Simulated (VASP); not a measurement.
**MgO: zone-centre modes, functional by functional**

How much do the zone-centre frequencies of MgO depend on the functional? The starting structure is a cell with measured lattice constants from the literature and the atomic positions of a Crystallography Open Database entry.

Method: Kohn-Sham DFT with plane waves and PAW; LDA, PBEsol, PBE, PBEsol + D3(BJ), r2SCAN, r2SCAN + rVV10 and HSE06, in VASP 6.6.1.

### 1. Set-up

It takes space group Fm-3m (No. 225, cubic). The conventional cell has a = 4.213 Å, b = 4.213 Å, c = 4.213 Å, α = 90.00°, β = 90.00°, γ = 90.00°. Nearest to Mg lie 6 O at 2.11 Å. O has 6 Mg at 2.11 Å nearest. Farther neighbours and most contacts between anions are not listed.

### 2. Modes with LDA

LDA, the lowest rung, knows the local density alone. The cell comes from a relaxation at this level, not shown (17.82 Å³).

The input, INCAR:

```
SYSTEM = MgO
PREC = Accurate
ENCUT = 520
EDIFF = 1E-08
NELM = 100
ISMEAR = 0
SIGMA = 0.03
LREAL = .FALSE.
ALGO = Normal
GGA = CA
NBANDS = 10
LORBIT = 11
LWAVE = .FALSE.
LCHARG = .FALSE.
KPAR = 4
IBRION = 8
LEPSILON = .TRUE.
LPEAD = .TRUE.
ISIF = 2
```

The input, POSCAR:

```
MgO
1.0
    0.0000000000      2.0730463737      2.0730463737
    2.0730463737      0.0000000000      2.0730463737
    2.0730463737      2.0730463737      0.0000000000
Mg O
1 1
Direct
    0.0000000000      0.0000000000      0.0000000000
    0.5000000000      0.5000000000      0.5000000000
```

The input, KPOINTS:

```
Automatic mesh
0
Gamma
12 12 12
0 0 0
```

Potentials, in the order of the species: Mg and O (LDA family, release 64).

Run with:

```
> mpirun -np 4 vasp_std
```

Log:

```text
[banner, memory and clock lines left out]
running    4 mpi-ranks, on    1 nodes
 distrk:  each k-point on    1 cores,    4 groups
 distr:  one band on    1 cores,    1 groups

 POSCAR found type information on POSCAR MgO
 POSCAR found :  2 types and       2 ions
 LDA part: xc-table for (Slater(with rela. corr.)+CA(PZ))
 , standard interpolation
 POSCAR, INCAR and KPOINTS ok, starting setup
 FFT: planning ... GRIDC
 FFT: planning ... GRID_SOFT
 FFT: planning ... GRID
 WAVECAR not read
 entering main loop
       N       E                     dE             d eps       ncg     rms          rms(c)
DAV:   1     0.112365757639E+02    0.11237E+02   -0.48316E+03  1640   0.717E+02
DAV:   2    -0.145057058832E+02   -0.25742E+02   -0.25364E+02  1624   0.141E+02
DAV:   3    -0.150314290206E+02   -0.52572E+00   -0.52535E+00  1702   0.175E+01
DAV:   4    -0.150325782473E+02   -0.11492E-02   -0.11492E-02  1584   0.913E-01
DAV:   5    -0.150325817030E+02   -0.34557E-05   -0.34557E-05  1648   0.463E-02    0.710E+00
DAV:   6    -0.135074502266E+02    0.15251E+01   -0.87728E+00  1462   0.177E+01    0.219E+00
DAV:   7    -0.134692200723E+02    0.38230E-01   -0.49947E-02  1552   0.218E+00    0.127E+00
DAV:   8    -0.134457534323E+02    0.23467E-01   -0.26005E-02  1456   0.181E+00    0.186E-01
DAV:   9    -0.134455751628E+02    0.17827E-03   -0.18544E-04  1638   0.112E-01    0.127E-01
DAV:  10    -0.134454607650E+02    0.11440E-03   -0.28127E-04  1522   0.154E-01    0.785E-03
DAV:  11    -0.134454600108E+02    0.75414E-06   -0.37475E-06  1562   0.115E-02    0.294E-03
DAV:  12    -0.134454600132E+02   -0.23377E-08   -0.14813E-07  1578   0.280E-03    0.601E-04
DAV:  13    -0.134454600121E+02    0.10888E-08   -0.38976E-09   858   0.725E-04
   1 F= -.13445460E+02 E0= -.13445460E+02  d E =-.456908E-20
 Linear response reoptimize wavefunctions to high precision
DAV:   1    -0.134454600129E+02   -0.83139E-09   -0.12978E-10   944   0.119E-04
DAV:   2    -0.134454600129E+02   -0.15689E-10   -0.85970E-12   790   0.296E-05
 Linear response to external field (no local field effect), progress :
  Direction:   1
       N       E                     dE             d eps       ncg     rms          rms(c)
RMM:   1    -0.124279971525E+00   -0.12428E+00   -0.36707E-01   845   0.174E+00
RMM:   2    -0.124083655334E+00    0.19632E-03   -0.87438E-04   827   0.210E-01
RMM:   3    -0.124086557115E+00   -0.29018E-05   -0.19601E-06   863   0.102E-02
RMM:   4    -0.124086564990E+00   -0.78749E-08   -0.74957E-09   789   0.650E-04
 change of polarisation eV/A/(eV/A) component  1 :     0.248     0.080     0.022
 dielectric tensor                  component  1 :     3.520     0.814     0.226
 Linear response to external field (no local field effect), progress :
  Direction:   2
       N       E                     dE             d eps       ncg     rms          rms(c)
RMM:   1    -0.125553074988E+00   -0.12555E+00   -0.38001E-01   854   0.173E+00
RMM:   2    -0.125361770472E+00    0.19130E-03   -0.93835E-04   828   0.213E-01
RMM:   3    -0.125365556042E+00   -0.37856E-05   -0.23830E-06   864   0.109E-02
RMM:   4    -0.125365567644E+00   -0.11602E-07   -0.98991E-09   795   0.705E-04
RMM:   5    -0.125365567704E+00   -0.59991E-10   -0.43574E-10   236   0.593E-05
 change of polarisation eV/A/(eV/A) component  2 :     0.080     0.251    -0.037
 dielectric tensor                  component  2 :     0.814     3.546    -0.380
 Linear response to external field (no local field effect), progress :
  Direction:   3
       N       E                     dE             d eps       ncg     rms          rms(c)
RMM:   1    -0.763910496278E-01   -0.76391E-01   -0.18553E-01   866   0.135E+00
RMM:   2    -0.765648998244E-01   -0.17385E-03   -0.54887E-04   849   0.157E-01
RMM:   3    -0.765664874174E-01   -0.15876E-05   -0.12742E-06   860   0.762E-03
RMM:   4    -0.765664925699E-01   -0.51524E-08   -0.57035E-09   722   0.509E-04
 change of polarisation eV/A/(eV/A) component  3 :     0.022    -0.037     0.153
 dielectric tensor                  component  3 :     0.226    -0.380     2.555
 Linear response to external field, progress :
  Direction:   1
       N       E                     dE             d eps       ncg     rms          rms(c)
RMM:   1    -0.108806385236E+00   -0.10881E+00   -0.31155E-01  1914   0.160E+00
RMM:   2    -0.108659493771E+00    0.14689E-03   -0.78173E-04  1896   0.192E-01    0.517E-01
RMM:   3    -0.105992445355E+00    0.26670E-02   -0.11688E-03  4697   0.260E-01    0.304E-01
RMM:   4    -0.109839472939E+00   -0.38470E-02   -0.22030E-03  6745   0.352E-01    0.256E-02
RMM:   5    -0.110179261845E+00   -0.33979E-03   -0.90067E-06  4945   0.246E-02    0.466E-03
RMM:   6    -0.110204858296E+00   -0.25596E-04   -0.86302E-08  5319   0.253E-03    0.203E-03
RMM:   7    -0.110222929014E+00   -0.18071E-04   -0.26793E-08  5307   0.135E-03    0.909E-05
RMM:   8    -0.110222553497E+00    0.37552E-06   -0.35811E-10  4758   0.147E-04    0.415E-05
RMM:   9    -0.110222807806E+00   -0.25431E-06   -0.81602E-11  3250   0.380E-05    0.384E-06
 change of polarisation eV/A/(eV/A) component  1 :     0.206     0.043     0.016
 dielectric tensor                  component  1 :     3.093     0.436     0.158
 Linear response to external field, progress :
  Direction:   2
       N       E                     dE             d eps       ncg     rms          rms(c)
RMM:   1    -0.108711418484E+00   -0.10871E+00   -0.31056E-01  1920   0.161E+00
RMM:   2    -0.108674811570E+00    0.36607E-04   -0.78965E-04  1896   0.194E-01    0.517E-01
RMM:   3    -0.106007720680E+00    0.26671E-02   -0.11686E-03  4696   0.260E-01    0.304E-01
RMM:   4    -0.109854741983E+00   -0.38470E-02   -0.22030E-03  6748   0.352E-01    0.256E-02
RMM:   5    -0.110194632358E+00   -0.33989E-03   -0.89874E-06  4952   0.246E-02    0.465E-03
RMM:   6    -0.110220188410E+00   -0.25556E-04   -0.86321E-08  5334   0.253E-03    0.203E-03
RMM:   7    -0.110238274033E+00   -0.18086E-04   -0.26948E-08  5325   0.135E-03    0.911E-05
RMM:   8    -0.110237905600E+00    0.36843E-06   -0.53028E-10  4778   0.150E-04    0.405E-05
RMM:   9    -0.110238041831E+00   -0.13623E-06   -0.22959E-10  3247   0.396E-05    0.397E-06
 change of polarisation eV/A/(eV/A) component  2 :     0.033     0.206    -0.002
 dielectric tensor                  component  2 :     0.337     3.093    -0.019
 Linear response to external field, progress :
  Direction:   3
       N       E                     dE             d eps       ncg     rms          rms(c)
RMM:   1    -0.108706353366E+00   -0.10871E+00   -0.31050E-01  1920   0.161E+00
RMM:   2    -0.108676157575E+00    0.30196E-04   -0.79021E-04  1896   0.194E-01    0.517E-01
RMM:   3    -0.106009147728E+00    0.26670E-02   -0.11686E-03  4695   0.260E-01    0.304E-01
RMM:   4    -0.109856170590E+00   -0.38470E-02   -0.22031E-03  6746   0.352E-01    0.256E-02
RMM:   5    -0.110196098526E+00   -0.33993E-03   -0.89912E-06  4949   0.246E-02    0.465E-03
RMM:   6    -0.110221609686E+00   -0.25511E-04   -0.86217E-08  5335   0.253E-03    0.203E-03
RMM:   7    -0.110239703140E+00   -0.18093E-04   -0.26908E-08  5316   0.135E-03    0.911E-05
RMM:   8    -0.110239369861E+00    0.33328E-06   -0.51903E-10  4779   0.150E-04    0.405E-05
RMM:   9    -0.110239466430E+00   -0.96569E-07   -0.22958E-10  3258   0.395E-05    0.396E-06
 change of polarisation eV/A/(eV/A) component  3 :     0.004     0.024     0.206
 dielectric tensor                  component  3 :     0.045     0.247     3.093
 Linear response DOF=           2
 Linear response progress:
  Degree of freedom:   1/  2
       N       E                     dE             d eps       ncg     rms          rms(c)
RMM:   1    -0.222777296396E-02   -0.22278E-02    0.29470E-05  6843   0.523E-01
RMM:   2    -0.217896720973E-02    0.48806E-04   -0.14367E-04  4952   0.830E-02    0.365E-02
RMM:   3    -0.215082196101E-02    0.28145E-04   -0.16924E-05  5177   0.290E-02    0.187E-02
RMM:   4    -0.214992080746E-02    0.90115E-06   -0.14276E-05  5193   0.260E-02    0.331E-03
RMM:   5    -0.215029834321E-02   -0.37754E-06   -0.13751E-07  5194   0.288E-03    0.302E-04
RMM:   6    -0.215031781743E-02   -0.19474E-07   -0.59766E-10  5230   0.201E-04    0.130E-04
RMM:   7    -0.215026689796E-02    0.50919E-07   -0.21847E-10  5318   0.120E-04    0.118E-05
RMM:   8    -0.215027863956E-02   -0.11742E-07   -0.18573E-11  5409   0.124E-05    0.266E-06
RMM:   9    -0.215027912734E-02   -0.48778E-09   -0.16428E-11  4923   0.435E-06    0.384E-07
 first order change of Fermi-energy   0.53747E-04
 force on displaced ion       1 direction 1 :  -6.364   0.000   0.000
 Born effective charge ion    1 direction 1 :   1.948   0.000   0.000
 Linear response progress:
  Degree of freedom:   2/  2
       N       E                     dE             d eps       ncg     rms          rms(c)
RMM:   1    -0.348332162489E+00   -0.34833E+00    0.38601E-01  5815   0.425E+00
RMM:   2    -0.348875595501E+00   -0.54343E-03   -0.17204E-03  5132   0.332E-01    0.135E-01
RMM:   3    -0.350258156284E+00   -0.13826E-02   -0.37915E-04  4922   0.141E-01    0.714E-02
RMM:   4    -0.352370485792E+00   -0.21123E-02   -0.38064E-04  4679   0.145E-01    0.174E-02
RMM:   5    -0.352383665915E+00   -0.13180E-04   -0.46687E-06  5360   0.204E-02    0.135E-03
RMM:   6    -0.352385610719E+00   -0.19448E-05   -0.35619E-08  5507   0.172E-03    0.774E-04
RMM:   7    -0.352381040142E+00    0.45706E-05   -0.21913E-09  5461   0.337E-04    0.535E-05
RMM:   8    -0.352380953379E+00    0.86763E-07   -0.10404E-09  5624   0.603E-05    0.151E-05
RMM:   9    -0.352380996433E+00   -0.43054E-07   -0.10364E-09  5620   0.235E-05    0.248E-06
RMM:  10    -0.352380994399E+00    0.20341E-08   -0.10495E-09  4495   0.146E-05    0.448E-07
 first order change of Fermi-energy   0.12235E-02
 force on displaced ion       2 direction 1 :  -6.361   0.000   0.000
 Born effective charge ion    2 direction 1 :  -1.948   0.000   0.000
 Born effective charges drift removed
 Linear response finished
```

The job ended after 42 s (4 MPI ranks of Intel Xeon Platinum 8259CL at 2.50GHz (Skylake/Cascade Lake), shared host; peak memory 1 GiB).

Lines that name or quote the potential files are left out of all logs, and their timing lines are given in words.

Parts of OUTCAR (step 2):

```text
ion  position               nearest neighbor table
   1  0.000  0.000  0.000-   2 2.07   2 2.07   2 2.07   2 2.07   2 2.07   2 2.07
   2  0.500  0.500  0.500-   1 2.07   1 2.07   1 2.07   1 2.07   1 2.07   1 2.07

  LATTYP: Found a face centered cubic cell.
 ALAT       =     4.1460927474

 Subroutine GETGRP returns: Found 48 space group operations
 (whereof 48 operations were pure point group operations)

The static configuration has the point symmetry O_h .

 Found     72 irreducible k-points:

   k-points           NKPTS =     72   k-points in BZ     NKDIM =     72   number of bands    NBANDS=     10

   dimension x,y,z NGX =    24 NGY =   24 NGZ =   24
   dimension x,y,z NGXF=    48 NGYF=   48 NGZF=   48

   ENCUT  =  520.0 eV  38.22 Ry    6.18 a.u.   5.45  5.45  5.45*2*pi/ulx,y,z

   NELECT =       8.0000    total number of electrons

 k-points in reciprocal lattice and weights: Automatic mesh
   0.00000000  0.00000000  0.00000000       0.001
   0.08333333  0.00000000  0.00000000       0.005
   0.16666667  0.00000000  0.00000000       0.005
   0.25000000  0.00000000  0.00000000       0.005
   0.33333333  0.00000000  0.00000000       0.005
   0.41666667  0.00000000  0.00000000       0.005
   0.50000000  0.00000000  0.00000000       0.002
   0.08333333  0.08333333  0.00000000       0.003
   0.16666667  0.08333333  0.00000000       0.014
[...]
-0.33333333  0.50000000  0.16666667       0.007
  -0.25000000  0.50000000  0.25000000       0.003

 average (electrostatic) potential at core
       1 -34.6027       2 -70.3937

  Total       -0.0018194     -0.0018194     -0.0018194     -0.0000000     -0.0000000      0.0000000
  in kB       -0.1635993     -0.1635993     -0.1635993     -0.0000000     -0.0000000      0.0000000
  external PRESSURE =      -0.1635993 kB  Pullay stress =       0.0000000 kB

  energy-cutoff  :      520.00
  volume of cell :       17.82
      direct lattice vectors                 reciprocal lattice vectors
     0.000000000  2.073046374  2.073046374    -0.241190938  0.241190938  0.241190938
     2.073046374  0.000000000  2.073046374     0.241190938 -0.241190938  0.241190938
     2.073046374  2.073046374  0.000000000     0.241190938  0.241190938 -0.241190938

 POSITION                                       TOTAL-FORCE (eV/Angst)
 -----------------------------------------------------------------------------------
      0.00000      0.00000      0.00000        -0.000000     -0.000000      0.000000
      2.07305      2.07305      2.07305         0.000000      0.000000      0.000000
 -----------------------------------------------------------------------------------
    total drift:                               -0.000000     -0.000000      0.000000

 MACROSCOPIC STATIC DIELECTRIC TENSOR (including local field effects in DFT)
 ------------------------------------------------------
           3.093058     0.000000    -0.000000
           0.000000     3.093058     0.000000
          -0.000000     0.000000     3.093058
 ------------------------------------------------------

 PIEZOELECTRIC TENSOR (including local field effects)  for field in x, y, z        (C/m^2)
          XX          YY          ZZ          XY          YZ          ZX
  --------------------------------------------------------------------------------
  x     0.00000     0.00000     0.00000     0.00000     0.00000     0.00000
  y     0.00000     0.00000     0.00000     0.00000     0.00000     0.00000
  z     0.00000     0.00000     0.00000     0.00000     0.00000     0.00000

 BORN EFFECTIVE CHARGES (including local field effects) (in |e|, cummulative output)
 ---------------------------------------------------------------------------------
 ion    1
    1     1.94832     0.00000    -0.00000
    2     0.00000     1.94832     0.00000
    3     0.00000     0.00000     1.94832
 ion    2
    1    -1.94832    -0.00000     0.00000
    2    -0.00000    -1.94832    -0.00000
    3    -0.00000    -0.00000    -1.94832

 Eigenvectors and eigenvalues of the dynamical matrix
 ----------------------------------------------------

   1 f  =   12.694709 THz    79.763212 2PiTHz  423.449926 cm-1    52.501076 meV
             X         Y         Z           dx          dy          dz
      0.000000  0.000000  0.000000     0.000000    0.630133    0.000000
      2.073046  2.073046  2.073046     0.000000   -0.776487    0.000000

   2 f  =   12.694709 THz    79.763212 2PiTHz  423.449926 cm-1    52.501076 meV
             X         Y         Z           dx          dy          dz
      0.000000  0.000000  0.000000    -0.630133    0.000000    0.000000
      2.073046  2.073046  2.073046     0.776487    0.000000    0.000000

   3 f  =   12.694709 THz    79.763212 2PiTHz  423.449926 cm-1    52.501076 meV
             X         Y         Z           dx          dy          dz
      0.000000  0.000000  0.000000     0.000000    0.000000   -0.630133
      2.073046  2.073046  2.073046     0.000000    0.000000    0.776487

   4 f/i=    0.001225 THz     0.007694 2PiTHz    0.040848 cm-1     0.005065 meV
             X         Y         Z           dx          dy          dz
      0.000000  0.000000  0.000000     0.776487    0.000000    0.000000
      2.073046  2.073046  2.073046     0.630133    0.000000    0.000000

   5 f/i=    0.001225 THz     0.007694 2PiTHz    0.040848 cm-1     0.005065 meV
             X         Y         Z           dx          dy          dz
      0.000000  0.000000  0.000000     0.000000   -0.776487    0.000000
      2.073046  2.073046  2.073046     0.000000   -0.630133    0.000000

   6 f/i=    0.001225 THz     0.007694 2PiTHz    0.040848 cm-1     0.005065 meV
             X         Y         Z           dx          dy          dz
      0.000000  0.000000  0.000000     0.000000    0.000000    0.776487
      2.073046  2.073046  2.073046     0.000000    0.000000    0.630133

 MACROSCOPIC STATIC DIELECTRIC TENSOR IONIC CONTRIBUTION
 ------------------------------------------------------
           6.059124     0.000000    -0.000000
           0.000000     6.059124     0.000000
          -0.000000     0.000000     6.059124
 ------------------------------------------------------

 ELASTIC MODULI CONTR FROM IONIC RELAXATION (kBar)
 Direction    XX          YY          ZZ          XY          YZ          ZX
 --------------------------------------------------------------------------------
 XX           0.0000      0.0000      0.0000      0.0000      0.0000      0.0000
 YY           0.0000      0.0000      0.0000      0.0000      0.0000      0.0000
 ZZ           0.0000      0.0000      0.0000      0.0000      0.0000      0.0000
 XY           0.0000      0.0000      0.0000      0.0000      0.0000      0.0000
 YZ           0.0000      0.0000      0.0000      0.0000      0.0000      0.0000
 ZX           0.0000      0.0000      0.0000      0.0000      0.0000      0.0000
 --------------------------------------------------------------------------------

 PIEZOELECTRIC TENSOR IONIC CONTR  for field in x, y, z        (C/m^2)
          XX          YY          ZZ          XY          YZ          ZX
  --------------------------------------------------------------------------------
  x     0.00000     0.00000     0.00000     0.00000     0.00000     0.00000
  y     0.00000     0.00000     0.00000     0.00000     0.00000     0.00000
  z     0.00000     0.00000     0.00000     0.00000     0.00000     0.00000
```

Energies printed during the response cycles are not total energies of the cell.

LDA: the zone-centre mode is T1u 423.4 cm⁻¹.

(Part 1 of 3 ends here.)

[Lines on the potential files, build, host, timing and source positions are cut from VASP's logs without a mark.]

[Logs are printed without paths, hosts, clocks, repeated set-up lines and the standing remarks that a program may print on its own settings, such as how far it seeks lower states.]

[Hosts, paths, dates, database ids (printed as entryN), source tags and the programs' standing remarks are cut or masked in the printed files.]
